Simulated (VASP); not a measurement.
Level of theory: PBEsol GGA, VASP's PBE PAW potentials (set 64) (plane waves; VASP 6.6.1).

Input for VASP

**INCAR**
```
! general
SYSTEM  = PtSe2
PREC    = Accurate
ENCUT   = 530
LREAL   = .False.
LASPH   = .True.

! electronic loop
EDIFF   = 1E-7
NELM    = 100
ALGO    = Normal
LMAXMIX = 6

! smearing
ISMEAR  = 1
SIGMA   = 0.1

! functional
GGA     = PS

! ions
IBRION  = 6
NSW     = 1
ISIF    = 3
POTIM   = 0.015
NFREE   = 2

! output
LWAVE   = .False.
LCHARG  = .False.
```

### POSCAR
```
PtSe2
1
    1.8811031695    -3.2581665141     0.0000000000
    1.8811031695     3.2581665141    -0.0000000000
   -0.0000000000     0.0000000000     4.8615189668
Pt Se
1 2
Direct
  0.0000000000   1.0000000000   0.0000000000
  0.3333330000   0.6666670000   0.2606089490
  0.6666670000   0.3333330000   0.7393910510
```

**KPOINTS**
```
Automatic mesh
0
Gamma
10 10 7
0 0 0
```

POTCAR, in this order: Pt Se (PBE.64 set). Program: vasp_std.

What VASP printed:

**OUTCAR**
```
 ion  position               nearest neighbor table
   1  0.000  0.000  0.000-   2 2.51   3 2.51   3 2.51   2 2.51   3 2.51   2 2.51
   2  0.333  0.667  0.261-   1 2.51   1 2.51   1 2.51
   3  0.667  0.333  0.739-   1 2.51   1 2.51   1 2.51
  LATTYP: Found a hexagonal cell.
 ALAT       =     3.7622065557
 C/A-ratio  =     1.2921988452
 Subroutine PRICEL returns:
 Original cell was already a primitive cell.
 Subroutine GETGRP returns: Found 12 space group operations
The static configuration has the point symmetry D_3d.
The dynamic configuration has the point symmetry D_3d.
 Subroutine INISYM returns: Found 12 space group operations
 Subroutine IBZKPT returns following result:
 Found     80 irreducible k-points:

 Following reciprocal coordinates:
            Coordinates               Weight
  0.000000  0.000000  0.000000      1.000000
  0.100000  0.000000  0.000000      6.000000
  0.200000  0.000000  0.000000      6.000000
  0.300000  0.000000  0.000000      6.000000
  0.400000  0.000000  0.000000      6.000000
  0.500000  0.000000  0.000000      3.000000
  0.100000  0.100000  0.000000      6.000000
  0.200000  0.100000  0.000000     12.000000
  0.300000  0.100000  0.000000     12.000000
  0.400000  0.100000  0.000000     12.000000
  0.200000  0.200000  0.000000      6.000000
  0.300000  0.200000  0.000000     12.000000
  0.400000  0.200000  0.000000      6.000000
  0.300000  0.300000  0.000000      6.000000
  0.000000  0.000000  0.142857      2.000000
  0.100000  0.000000  0.142857      6.000000
  0.000000  0.100000  0.142857      6.000000
  0.200000  0.000000  0.142857      6.000000
  0.000000  0.200000  0.142857      6.000000
  0.300000  0.000000  0.142857      6.000000
  0.000000  0.300000  0.142857      6.000000
  0.400000  0.000000  0.142857      6.000000
...
```

**OSZICAR**
```
       N       E                     dE             d eps       ncg     rms          rms(c)
DAV:   1     0.119097010651E+03    0.11910E+03   -0.10519E+04  2416   0.132E+03
DAV:   2    -0.114887525480E+02   -0.13059E+03   -0.12789E+03  3051   0.244E+02
DAV:   3    -0.166978315620E+02   -0.52091E+01   -0.51711E+01  2995   0.510E+01
DAV:   4    -0.167370285942E+02   -0.39197E-01   -0.39189E-01  2834   0.487E+00
DAV:   5    -0.167374464740E+02   -0.41788E-03   -0.41787E-03  2988   0.476E-01    0.130E+01
DAV:   6    -0.161482759358E+02    0.58917E+00   -0.53829E+00  2428   0.225E+01    0.779E+00
DAV:   7    -0.159356308178E+02    0.21265E+00   -0.98669E-01  2442   0.108E+01    0.381E+00
DAV:   8    -0.159111525716E+02    0.24478E-01   -0.76072E-02  2582   0.198E+00    0.863E-01
DAV:   9    -0.159070968186E+02    0.40558E-02   -0.10449E-02  2589   0.108E+00    0.203E-01
DAV:  10    -0.159071322104E+02   -0.35392E-04   -0.14106E-03  2757   0.271E-01    0.387E-02
DAV:  11    -0.159071328723E+02   -0.66188E-06   -0.46189E-05  2981   0.649E-02    0.226E-02
DAV:  12    -0.159071330603E+02   -0.18801E-06   -0.41172E-06  2610   0.181E-02    0.430E-03
DAV:  13    -0.159071331316E+02   -0.71291E-07   -0.71513E-07  3044   0.609E-03
   1 F= -.15907133E+02 E0= -.15907085E+02  d E =-.145274E-03
 Found     4 degrees of freedom:
 Adding 6 more for cell shape distortion
```

File OUTCAR:
```
------------------------ aborting loop because EDIFF is reached ----------------------------------------
  FORCE on cell =-STRESS in cart. coord.  units (eV):
  Direction    XX          YY          ZZ          XY          YZ          ZX
  --------------------------------------------------------------------------------------
  Total        0.0047456      0.0047456     -0.0108777     -0.0000000      0.0000000      0.0000000
  in kB        0.1275895      0.1275895     -0.2924548     -0.0000000      0.0000000      0.0000000
  external PRESSURE =      -0.0124253 kB  Pullay stress =       0.0000000 kB
  volume of cell :       59.59
      direct lattice vectors                 reciprocal lattice vectors
     1.881103170 -3.258166514  0.000000000     0.265801477 -0.153460542  0.000000000
     1.881103170  3.258166514  0.000000000     0.265801477  0.153460542  0.000000000
     0.000000000  0.000000000  4.861518967     0.000000000  0.000000000  0.205697027
 POSITION                                       TOTAL-FORCE (eV/Angst)
 -----------------------------------------------------------------------------------
      0.00000      0.00000      0.00000        -0.000000      0.000000     -0.000000
      1.88110      1.08606      1.26696        -0.000000     -0.000000      0.009269
      1.88110     -1.08606      3.59456         0.000000      0.000000     -0.009269
 -----------------------------------------------------------------------------------
    total drift:                                0.000000     -0.000000      0.000000
  FREE ENERGIE OF THE ION-ELECTRON SYSTEM (eV)
  ---------------------------------------------------
  free  energy   TOTEN  =       -15.9071331316 eV

  energy  without entropy=      -15.9069878572  energy(sigma->0) =      -15.90708471
```
(Selected blocks of OUTCAR.)

### stdout
```
...
 WAVECAR not read
 entering main loop
       N       E                     dE             d eps       ncg     rms          rms(c)
DAV:   1     0.119097010651E+03    0.11910E+03   -0.10519E+04  2416   0.132E+03
DAV:   2    -0.114887525480E+02   -0.13059E+03   -0.12789E+03  3051   0.244E+02
DAV:   3    -0.166978315620E+02   -0.52091E+01   -0.51711E+01  2995   0.510E+01
DAV:   4    -0.167370285942E+02   -0.39197E-01   -0.39189E-01  2834   0.487E+00
DAV:   5    -0.167374464740E+02   -0.41788E-03   -0.41787E-03  2988   0.476E-01    0.130E+01
DAV:   6    -0.161482759358E+02    0.58917E+00   -0.53829E+00  2428   0.225E+01    0.779E+00
DAV:   7    -0.159356308178E+02    0.21265E+00   -0.98669E-01  2442   0.108E+01    0.381E+00
DAV:   8    -0.159111525716E+02    0.24478E-01   -0.76072E-02  2582   0.198E+00    0.863E-01
DAV:   9    -0.159070968186E+02    0.40558E-02   -0.10449E-02  2589   0.108E+00    0.203E-01
DAV:  10    -0.159071322104E+02   -0.35392E-04   -0.14106E-03  2757   0.271E-01    0.387E-02
DAV:  11    -0.159071328723E+02   -0.66188E-06   -0.46189E-05  2981   0.649E-02    0.226E-02
DAV:  12    -0.159071330603E+02   -0.18801E-06   -0.41172E-06  2610   0.181E-02    0.430E-03
DAV:  13    -0.159071331316E+02   -0.71291E-07   -0.71513E-07  3044   0.609E-03
   1 F= -.15907133E+02 E0= -.15907085E+02  d E =-.145274E-03
 Found     4 degrees of freedom:
 Adding 6 more for cell shape distortion
 Finite differences POTIM= 0.01500 DOF=  10

 -----------------------------------------------------------------------------
|                                                                             |
|     EEEEEEE  RRRRRR   RRRRRR   OOOOOOO  RRRRRR      ###     ###     ###     |
|     E        R     R  R     R  O     O  R     R     ###     ###     ###     |
|     E        R     R  R     R  O     O  R     R     ###     ###     ###     |
|     EEEEE    RRRRRR   RRRRRR   O     O  RRRRRR       #       #       #      |
|     E        R   R    R   R    O     O  R   R                               |
|     E        R    R   R    R   O     O  R    R      ###     ###     ###     |
|     EEEEEEE  R     R  R     R  OOOOOOO  R     R     ###     ###     ###     |
|                                                                             |
|     RE_READ_KPOINTS: the new IBZ does not contain all k-points of the       |
|     original IBZ.                                                           |
|                                                                             |
|     ... try setting KBLOWUP=.FALSE.                                         |
|     ... as a last resort: switch off symmetry                               |
|                                                                             |
|       ---->  I REFUSE TO CONTINUE WITH THIS SICK JOB ... BYE!!! <----       |
|                                                                             |
 -----------------------------------------------------------------------------
```

VASP stops with an error: RE_READ_KPOINTS: the new IBZ does not contain all k-points of the original IBZ. ... try setting KBLOWUP=.FALSE. ... as a last resort: switch off symmetry ----> I REFUSE TO CONTINUE WITH THIS SICK JOB ... BYE!!! <----

Without a dispersion term in the relaxation, distances and binding between the weakly bound layers, chains or molecules are unreliable, and so is what depends on them.

The compound is PtSe2 in the 1T layered structure. It was relaxed first.
